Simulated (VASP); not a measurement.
Be$_{3}$CdTe$_{4}$ (ordered alloy cell): computed properties

Computed with PBEsol GGA, VASP's PBE PAW potentials (set 64) (plane waves; VASP 6.6.1).

```yaml
space_group: Amm2 (38)
cell: a = 4.1067 Å, b = 8.2846 Å, c = 11.7626 Å, α = β = γ = 90.00°
volume_per_atom: 25.01 Å³/atom
band gap (over mesh and band path): 1.48 eV
smallest direct gap (over mesh and band path): 1.59 eV
band_edge_character: indirect, Γ to T
density: 5.39 g/cm³
```

```yaml
crystal:
  lattice:
    - [-0.02516, 5.83295, 5.88128]
    - [5.83295, -0.02516, 5.88128]
    - [2.90389, 2.90389, 0.00000]
  atoms:
    - { symbol: Cd, position: [0.99665, 0.99665, 0.00670] }
    - { symbol: Te, position: [0.14678, 0.14678, 0.20645] }
    - { symbol: Te, position: [0.13467, 0.59643, 0.26891] }
    - { symbol: Te, position: [0.59643, 0.13467, 0.26891] }
    - { symbol: Te, position: [0.62482, 0.62482, 0.25035] }
    - { symbol: Be, position: [0.00015, 0.50094, 0.99891] }
    - { symbol: Be, position: [0.50094, 0.00015, 0.99891] }
    - { symbol: Be, position: [0.49957, 0.49957, 0.00086] }
```

Unless said otherwise, spin-orbit coupling is left out, though it shifts the bands of the heavy elements here.

The structure was generated: Be3CdTe4 was put into an ordered model structure (Amm2), which need not be its known phase. It was relaxed first. Symmetry was kept, so distortions that lower it aren't found.
